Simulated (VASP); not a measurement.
# SiN with LDA: from relaxation to properties, part 3 of 7

What structure does SiN take at this level, and what are its properties? The cell is invented: it takes the structure of a Materials Project entry for ZrN (space group 164 there), with some of its atoms replaced by other elements, volume scaled by an estimate. It may not be a known or stable phase.

VASP 6.6.1, plane waves and PAW; the level of theory is named at each step.

So far. Step 3 (Relaxing cell and atoms (LDA)): It ends with forces that vanish by symmetry and a pressure of -0.08 GPa. Step 4 (Single point with fields (LDA)): In this run the pressure is -0.12 GPa, small enough to go on.

## (5) Band structure (LDA)

Level of this step: LDA; plane waves and PAW (Si, N); invented cell (VASP).

The mesh alone shows little of the dispersion and can miss band extrema, so KPOINTS_OPT adds a path through the symmetry points after the self-consistent cycle.

The input, INCAR:

```
SYSTEM = SiN
PREC = Accurate
ENCUT = 520
EDIFF = 1E-06
NELM = 100
ISMEAR = 0
SIGMA = 0.05
LREAL = .FALSE.
ALGO = Normal
GGA = CA
NBANDS = 23
LORBIT = 11
LWAVE = .FALSE.
LCHARG = .FALSE.
KPAR = 2
```

The input, POSCAR:

```
SiN
1.0
    2.7096700738      0.0000000000      0.0000000000
   -1.3548350369      2.3466431169      0.0000000000
    0.0000000000      0.0000000000      5.2455828820
Si N
2 2
Direct
    0.6666666670      0.3333333330      0.7500000000
    0.3333333330      0.6666666670      0.2500000000
    0.0000000000      0.0000000000      0.0000000000
    0.0000000000      0.0000000000      0.5000000000
```

The input, KPOINTS:

```
Automatic mesh
0
Gamma
11 11 5
0 0 0
```

The input, KPOINTS_OPT:

```
Line mode
16
Line-mode
Reciprocal
  0.00000000   0.00000000   0.00000000 GAMMA
  0.50000000   0.00000000   0.00000000 M

  0.50000000   0.00000000   0.00000000 M
  0.33333333   0.33333333   0.00000000 K

  0.33333333   0.33333333   0.00000000 K
  0.00000000   0.00000000   0.00000000 GAMMA

  0.00000000   0.00000000   0.00000000 GAMMA
  0.00000000   0.00000000   0.50000000 A

  0.00000000   0.00000000   0.50000000 A
  0.50000000   0.00000000   0.50000000 L

  0.50000000   0.00000000   0.50000000 L
  0.33333333   0.33333333   0.50000000 H

  0.33333333   0.33333333   0.50000000 H
  0.00000000   0.00000000   0.50000000 A

  0.50000000   0.00000000   0.50000000 L
  0.50000000   0.00000000   0.00000000 M

  0.33333333   0.33333333   0.00000000 K
  0.33333333   0.33333333   0.50000000 H
```

PAW data sets: Si and N (LDA family, release 64).

Command:

```sh
$ mpirun -np 2 vasp_std
```

The program printed:

```text
[... set-up lines as in an earlier step ...]
 entering main loop
       N       E                     dE             d eps       ncg     rms          rms(c)
DAV:   1     0.307009088038E+02    0.30701E+02   -0.82723E+03  2208   0.730E+02
DAV:   2    -0.297334959861E+02   -0.60434E+02   -0.56939E+02  2842   0.152E+02
DAV:   3    -0.316642928495E+02   -0.19308E+01   -0.19140E+01  2784   0.223E+01
DAV:   4    -0.316692261629E+02   -0.49333E-02   -0.49328E-02  2376   0.143E+00
DAV:   5    -0.316692445078E+02   -0.18345E-04   -0.18344E-04  2843   0.823E-02    0.107E+01
DAV:   6    -0.294560194458E+02    0.22132E+01   -0.28278E+00  2301   0.124E+01    0.484E+00
DAV:   7    -0.294517382930E+02    0.42812E-02   -0.33276E-01  2747   0.315E+00    0.258E+00
DAV:   8    -0.294306614624E+02    0.21077E-01   -0.24457E-02  2278   0.952E-01    0.460E-01
DAV:   9    -0.294290761077E+02    0.15854E-02   -0.10429E-03  2806   0.244E-01    0.878E-02
DAV:  10    -0.294290839432E+02   -0.78355E-05   -0.17061E-04  2638   0.679E-02    0.434E-02
DAV:  11    -0.294290838312E+02    0.11200E-06   -0.10095E-06  2218   0.663E-03
   1 F= -.29429084E+02 E0= -.29428054E+02  d E =-.205968E-02
 Start KPOINTS_OPT (optional k-point list driver)
k-point batch [1-48\144]
       N       E                     dE             ncg
DAV:   1     0.666624690369E+04   -0.20453E+05     2208
DAV:   2     0.378458826924E+04   -0.28817E+04     2762
DAV:   3     0.368960836970E+04   -0.94980E+02     2815
DAV:   4     0.368932467533E+04   -0.28369E+00     2414
DAV:   5     0.368932349521E+04   -0.11801E-02     2789
DAV:   6     0.368932348751E+04   -0.76950E-05     2421
DAV:   7     0.368932348737E+04   -0.14339E-06     2358
[...]
k-point batch [97-144\144]
       N       E                     dE             ncg
DAV:   1     0.633650549636E+04   -0.29547E+05     2208
DAV:   2     0.360368536974E+04   -0.27328E+04     2771
DAV:   3     0.352164113631E+04   -0.82044E+02     2839
DAV:   4     0.352141209697E+04   -0.22904E+00     2398
DAV:   5     0.352141115967E+04   -0.93731E-03     2843
DAV:   6     0.352141115356E+04   -0.61111E-05     2251
DAV:   7     0.352141115340E+04   -0.15828E-06     2418
```

It took 14 s on 2 MPI ranks of Intel Xeon 6975P-C (Granite Rapids), shared host; peak memory 0.3 GiB.

From OUTCAR (step 5):

```text
   k-points           NKPTS =     48   k-points in BZ     NKDIM =     48   number of bands    NBANDS=     23

   NELECT =      18.0000    total number of electrons

 E-fermi :  13.6299

 k-point     1 :       0.0000    0.0000    0.0000
  band No.  band energies     occupation
    ...
      5       9.8232      2.00000
      6       9.8232      2.00000
      7      11.0122      2.00000
      8      11.0122      2.00000
      9      11.6029      2.00000
     10      17.9280      0.00000
     11      18.7099      0.00000
     12      19.3128      0.00000
     13      20.0149      0.00000
     14      20.0149      0.00000
    ...

  Total       -0.0208445     -0.0208445     -0.0370996      0.0000000      0.0000000      0.0000000
  in kB       -1.0012550     -1.0012550     -1.7820609      0.0000000      0.0000000      0.0000000
  external PRESSURE =      -1.2615236 kB  Pullay stress =       0.0000000 kB

 POSITION                                       TOTAL-FORCE (eV/Angst)
 -----------------------------------------------------------------------------------
      1.35484      0.78221      3.93419         0.000000      0.000000      0.000000
     -0.00000      1.56443      1.31140        -0.000000      0.000000      0.000000
      0.00000      0.00000      0.00000        -0.000000      0.000000      0.000000
      0.00000      0.00000      2.62279        -0.000000      0.000000      0.000000
 -----------------------------------------------------------------------------------
    total drift:                               -0.000000      0.000000     -0.000000

  FREE ENERGIE OF THE ION-ELECTRON SYSTEM (eV)
  ---------------------------------------------------
  free  energy   TOTEN  =       -29.4290838312 eV

  energy  without entropy=      -29.4270241477  energy(sigma->0) =      -29.42805399

[... 9 parts as in an earlier step ...]

[... 7 further parts left out ...]
```

This step gave:

| Quantity | Value |
| --- | --- |
| bands | 23 |
| pressure | -0.1262 GPa |

Electronic bands along the path, in eV, zero at the Fermi level; # counts the bands kept, so #1 is VASP's band 4:

| point | #4 | #5 | #6 | #7 | #8 | #9 | #10 | #11 |
| --- | --- | --- | --- | --- | --- | --- | --- | --- |
| Γ | -2.62 | -2.62 | -2.03 | 4.30 | 5.08 | 5.68 | 6.38 | 6.38 |
| 0.47 of the way | -4.85 | -3.42 | -0.43 | -0.19 | 3.20 | 5.76 | 5.92 | 6.39 |
| M | -5.60 | -4.23 | -3.77 | -0.32 | 3.68 | 3.73 | 4.30 | 5.70 |
| 0.47 of the way | -5.78 | -5.13 | -3.67 | 0.00 | 1.87 | 4.72 | 5.30 | 6.15 |
| K | -8.28 | -3.54 | -3.54 | -3.52 | 4.74 | 4.74 | 4.83 | 7.84 |
| 0.47 of the way | -4.79 | -4.35 | -1.62 | 0.58 | 2.03 | 3.71 | 6.60 | 8.32 |
| Γ | -2.62 | -2.62 | -2.03 | 4.30 | 5.08 | 5.68 | 6.38 | 6.38 |
| 0.47 of the way | -2.80 | -2.80 | -0.52 | 3.19 | 6.13 | 6.25 | 6.65 | 6.65 |
| A | -3.27 | -3.27 | 1.53 | 1.53 | 7.03 | 7.03 | 7.56 | 7.56 |
| 0.47 of the way | -4.22 | -4.22 | 1.77 | 1.77 | 3.17 | 3.17 | 7.59 | 7.59 |
| L | -5.14 | -5.14 | -1.45 | -1.45 | 1.30 | 1.30 | 6.88 | 6.88 |
| 0.47 of the way | -7.05 | -7.05 | -1.09 | -1.09 | 2.23 | 2.23 | 6.07 | 6.07 |
| H | -7.07 | -7.07 | -0.41 | -0.41 | 1.07 | 1.07 | 8.11 | 8.11 |
| 0.53 of the way | -5.30 | -5.30 | 1.54 | 1.54 | 3.78 | 3.78 | 5.90 | 5.90 |
| A | -3.27 | -3.27 | 1.53 | 1.53 | 7.03 | 7.03 | 7.56 | 7.56 |
| jump to L | -5.14 | -5.14 | -1.45 | -1.45 | 1.30 | 1.30 | 6.88 | 6.88 |
| 0.53 of the way | -5.03 | -4.50 | -4.36 | 0.19 | 1.89 | 2.76 | 4.95 | 6.99 |
| M | -5.60 | -4.23 | -3.77 | -0.32 | 3.68 | 3.73 | 4.30 | 5.70 |
| jump to K | -8.28 | -3.54 | -3.54 | -3.52 | 4.74 | 4.74 | 4.83 | 7.84 |
| 0.53 of the way | -9.04 | -4.88 | -2.21 | -2.21 | 3.08 | 3.08 | 6.21 | 8.02 |
| H | -7.07 | -7.07 | -0.41 | -0.41 | 1.07 | 1.07 | 8.11 | 8.11 |

Of the projections kept (Si, N), the largest for each band there; the rest of the weight can lie on other orbitals:

| point | #4 | #5 | #6 | #7 | #8 | #9 | #10 | #11 |
| --- | --- | --- | --- | --- | --- | --- | --- | --- |
| Γ | N 1.00 | N 1.00 | N 0.57 | N 0.76 | N 0.55 | N 0.85 | Si 1.00 | Si 1.00 |
| M | Si 1.00 | N 1.00 | N 0.98 | Si 0.66 | N 0.67 | Si 0.88 | Si 1.00 | Si 0.54 |
| K | N 0.76 | Si 1.00 | Si 1.00 | N 1.00 | N 0.67 | N 0.67 | Si 0.60 | Si 0.71 |
| Γ | N 1.00 | N 1.00 | N 0.57 | N 0.76 | N 0.55 | N 0.85 | Si 1.00 | Si 1.00 |
| A | N 0.96 | N 0.96 | N 0.68 | N 0.68 | N 0.74 | N 0.74 | Si 0.99 | Si 0.99 |
| L | N 0.85 | N 0.85 | Si 0.76 | Si 0.76 | Si 0.62 | Si 0.62 | Si 0.79 | Si 0.79 |

There is no gap at this level.

Of the bands kept, 2 cross the Fermi level on this path.

## (6) Total and projected DOS (LDA)

Here the states are counted by energy and projected on the atoms. The mesh is finer than in the run before.

INCAR: that of step 5 with these lines changed.

```diff
@@ -5,3 +5,3 @@
 NELM = 100
-ISMEAR = 0
+ISMEAR = -5
 SIGMA = 0.05
@@ -15 +15,2 @@
 KPAR = 2
+NEDOS = 2001
```

POSCAR is that of step 5.

The input, KPOINTS:

```
Automatic mesh
0
Gamma
17 17 8
0 0 0
```

Command:

```sh
$ mpirun -np 2 vasp_std
```

The program printed:

```text
[... set-up lines as in an earlier step ...]
 entering main loop
       N       E                     dE             d eps       ncg     rms          rms(c)
DAV:   1     0.312928355711E+02    0.31293E+02   -0.83474E+03  7590   0.735E+02
DAV:   2    -0.296900194834E+02   -0.60983E+02   -0.57426E+02  9649   0.150E+02
DAV:   3    -0.316702216698E+02   -0.19802E+01   -0.19620E+01  9614   0.225E+01
DAV:   4    -0.316754643211E+02   -0.52427E-02   -0.52360E-02  8208   0.145E+00
DAV:   5    -0.316754833967E+02   -0.19076E-04   -0.19049E-04  9641   0.839E-02    0.107E+01
DAV:   6    -0.294810952741E+02    0.21944E+01   -0.28199E+00  7791   0.124E+01    0.483E+00
DAV:   7    -0.294764277360E+02    0.46675E-02   -0.33258E-01  9656   0.314E+00    0.257E+00
DAV:   8    -0.294553574719E+02    0.21070E-01   -0.24741E-02  7919   0.958E-01    0.460E-01
DAV:   9    -0.294537395645E+02    0.16179E-02   -0.10819E-03  9638   0.247E-01    0.892E-02
DAV:  10    -0.294537461506E+02   -0.65861E-05   -0.17887E-04  9143   0.693E-02    0.441E-02
DAV:  11    -0.294537449871E+02    0.11635E-05   -0.93224E-07  7400   0.669E-03    0.220E-02
DAV:  12    -0.294537448578E+02    0.12934E-06   -0.61733E-07  5370   0.511E-03
   1 F= -.29453745E+02 E0= -.29453745E+02  d E =0.000000E+00
 -----------------------------------------------------------------------------
|                                                                             |
|           W    W    AA    RRRRR   N    N  II  N    N   GGGG   !!!           |
|           W    W   A  A   R    R  NN   N  II  NN   N  G    G  !!!           |
|           W    W  A    A  R    R  N N  N  II  N N  N  G       !!!           |
|           W WW W  AAAAAA  RRRRR   N  N N  II  N  N N  G  GGG   !            |
|           WW  WW  A    A  R   R   N   NN  II  N   NN  G    G                |
|           W    W  A    A  R    R  N    N  II  N    N   GGGG   !!!           |
|                                                                             |
|     Tetrahedron method does not include variations of the Fermi             |
|     occupations, so forces and stress will be inaccurate. We suggest        |
|     using a different smearing scheme ISMEAR = 1 or 2 for metals in         |
|     relaxations.                                                            |
|                                                                             |
 -----------------------------------------------------------------------------
```

Run time: 21 s. Hardware: 2 MPI ranks; peak memory 0.39 GiB; 41 s of CPU time.

Parts of OUTCAR (step 6):

```text
   k-points           NKPTS =    165   k-points in BZ     NKDIM =    165   number of bands    NBANDS=     23

   NELECT =      18.0000    total number of electrons

 E-fermi :  13.6339

 k-point     1 :       0.0000    0.0000    0.0000
  band No.  band energies     occupation
    ...
      5       9.8210      2.00000
      6       9.8210      2.00000
      7      11.0096      2.00000
      8      11.0096      2.00000
      9      11.6023      2.00000
     10      17.9277      0.00000
     11      18.7079      0.00000
     12      19.3125      0.00000
     13      20.0136      0.00000
     14      20.0136      0.00000
    ...

  Total       -0.4379016     -0.4379016     -0.0317280      0.0000000      0.0000000      0.0000000
  in kB      -21.0343879    -21.0343879     -1.5240403      0.0000000      0.0000000      0.0000000
  external PRESSURE =     -14.5309387 kB  Pullay stress =       0.0000000 kB

 POSITION                                       TOTAL-FORCE (eV/Angst)
 -----------------------------------------------------------------------------------
      1.35484      0.78221      3.93419        -0.000000     -0.000000      0.000000
     -0.00000      1.56443      1.31140        -0.000000      0.000000      0.000000
      0.00000      0.00000      0.00000         0.000000     -0.000000      0.000000
      0.00000      0.00000      2.62279         0.000000     -0.000000      0.000000
 -----------------------------------------------------------------------------------
    total drift:                               -0.000000      0.000000     -0.000000

  FREE ENERGIE OF THE ION-ELECTRON SYSTEM (eV)
  ---------------------------------------------------
  free  energy   TOTEN  =       -29.4537448578 eV

  energy  without entropy=      -29.4537448578  energy(sigma->0) =      -29.45374486

[... 7 parts as in an earlier step ...]

[... 9 further parts left out ...]
```

With tetrahedra the forces and stress of a metal are not exact derivatives of the energy.

Numbers from this step:

```
SCF cycles             : 12
irreducible k-points   : 165
free energy (TOTEN)    : -29.45 eV
pressure               : -1.453 GPa
DOS at the Fermi level : 0.8514 states/eV/cell
```

The density of states has structure finer than the step of the table below, so its rows give means over 1 eV, whole bins alone (the curve runs from -12.0 to 8.00 eV). Peaks (eV: height): total -4.9: 1.95, 5.9: 2.13, 6.4: 1.93, 7.1: 2.27; N p -10.6: 0.43, -4.9: 0.943, -4.1: 0.956, 2.1: 0.406; Si s -11.7: 0.202, 0.3: 0.173, 2.1: 0.352, 3.7: 0.238; Si p 0.6: 0.199, 3.7: 0.273, 5.9: 0.804, 7.1: 0.714; N s -10.2: 0.0954, 0.6: 0.100, 5.9: 0.170, 6.4: 0.153.

States under -12.0 eV and over 8.0 eV are left out. Density of states against energy, zero at the Fermi level; means over each step; values in states/eV/cell:

| energy (eV) | total | N p | Si s | Si p | N s |
| --- | --- | --- | --- | --- | --- |
| -11 | 1.21 | 0.309 | 0.176 | 0.104 | 0.0631 |
| -10 | 1.23 | 0.340 | 0.141 | 0.109 | 0.0849 |
| -9 | 1.23 | 0.395 | 0.0787 | 0.133 | 0.0674 |
| -8 | 1.13 | 0.398 | 0.0606 | 0.119 | 0.0602 |
| -7 | 1.21 | 0.478 | 0.0484 | 0.124 | 0.0500 |
| -6 | 1.47 | 0.663 | 0.0337 | 0.146 | 0.0376 |
| -5 | 1.82 | 0.873 | 0.0611 | 0.151 | 0.0261 |
| -4 | 1.54 | 0.776 | 0.0801 | 0.0849 | 0.0103 |
| -3 | 0.607 | 0.225 | 0.0789 | 0.0531 | 0.00130 |
| -2 | 0.380 | 0.0494 | 0.0819 | 0.0648 | 0.00176 |
| -1 | 0.536 | 0.0813 | 0.0941 | 0.0950 | 0.0173 |
| 0 | 0.903 | 0.145 | 0.136 | 0.150 | 0.0640 |
| 1 | 1.12 | 0.249 | 0.151 | 0.150 | 0.0811 |
| 2 | 1.52 | 0.357 | 0.287 | 0.173 | 0.0773 |
| 3 | 1.29 | 0.263 | 0.199 | 0.214 | 0.0390 |
| 4 | 1.01 | 0.197 | 0.143 | 0.199 | 0.0177 |
| 5 | 0.732 | 0.0561 | 0.0360 | 0.277 | 0.0258 |
| 6 | 1.66 | 0.151 | 0.0354 | 0.630 | 0.114 |
| 7 | 1.85 | 0.258 | 0.0528 | 0.607 | 0.0973 |

The finer mesh and the other smearing move the Fermi level by +0.00 eV from the 11×11×5 run, a small shift, which tests the Fermi level alone. Of the states within 0.3 eV of the Fermi level, the largest shares in the PAW spheres are Si p 17 %, N p 16 % and Si s 15 %. The rest lies in smaller channels or between the spheres.

(Continued in part 4 of 7.)

[Lines on the potential files, build, host, timing and source positions are cut from VASP's logs without a mark.]

[Logs are printed without paths, hosts, clocks, repeated set-up lines and the standing remarks that a program may print on its own settings, such as how far it seeks lower states.]

[Hosts, paths, dates, database ids (printed as entryN), source tags and the programs' standing remarks are cut or masked in the printed files.]

[A measured line is paired with the nearest computed mode of its activity, which favours agreement.]
